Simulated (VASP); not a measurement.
Input:

```
CELL_PARAMETERS angstrom
      1.23401    -2.13736     0.00000
      1.23401     2.13736     0.00000
      0.00000     0.00000     6.52964
ATOMIC_POSITIONS crystal
  C  0.00000 0.00000 0.25000
  C  0.00000 0.00000 0.75000
  C  0.33333 0.66667 0.25000
  C  0.66667 0.33333 0.75000
```

Computed with vdW-DF-cx, VASP's PBE PAW potentials (set 64) (plane waves; VASP). Run with 520 eV cut-off, 11×11×4 Γ-centred mesh, tetrahedra with Blöchl corrections, potentials C.

The cores are frozen, which limits the accuracy of field gradients.

Problem. Give the principal components of the electric field gradient (V/Å²) and the asymmetry η at each nucleus.

Solution. 
| atom | Vxx | Vyy | Vzz | η |
|---|---|---|---|---|
| C1 | -16.5 | -16.5 | 33.1 | 0.00 |
| C2 | -16.5 | -16.5 | 33.1 | 0.00 |
| C3 | -15.3 | -15.3 | 30.6 | 0.00 |
| C4 | -15.3 | -15.3 | 30.6 | 0.00 |

The compound is C in the graphite structure. It was relaxed first.
